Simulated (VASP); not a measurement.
CdSi4O, 6 atoms in the cell. Symmetry: F-43m, No. 216, cubic system. Conventional cell: a = 7.204 Å, b = 7.204 Å, c = 7.204 Å, α = 90.00°, β = 90.00°, γ = 90.00°. Around Cd (site symmetry -43m) lie 12 Si at 2.99 Å and 4 O at 3.12 Å. Si (site symmetry 3m) has 6 Si at 2.51 to 2.58 Å as nearest neighbours. O (site symmetry -43m) is surrounded by 12 Si at 2.98 Å and 4 Cd at 3.12 Å. The cell was built by a generator and needn't be a form met in nature.

| Property | Result |
| --- | --- |
| Program | VASP 6.6.1 |
| Task | band structure |
| Functional | TPSS |
| Potentials or basis | VASP PAW PBE potentials, release 64 (Cd, Si, O) |
| Cutoff | 520 eV |
| k mesh | 5 × 5 × 5 |
| Occupations | fermi-dirac, width 0.05 eV |
| Spin | no spin polarisation |
| Further INCAR settings | ALGO = Normal; EDIFF = 1e-06; NBANDS = 26 |

Potentials or basis: VASP PAW PBE potentials, release 64 (Cd, Si, O).

The run is started by

```bash
$ cat potpaw_PBE.64/Cd/POTCAR potpaw_PBE.64/Si/POTCAR potpaw_PBE.64/O/POTCAR > POTCAR
$ mpirun -np 1 vasp_std > vasp.out
```

Hardware: 1 thread of Intel(R) Xeon(R) 6975P-C (Granite Rapids), with other jobs on the host.

Estimate the wall time of this run.

It took 4.5 min on 1 thread of Intel(R) Xeon(R) 6975P-C (Granite Rapids), with other jobs on the host, peak memory 0.28 GiB. Counts: scf iterations 102, k points 10.
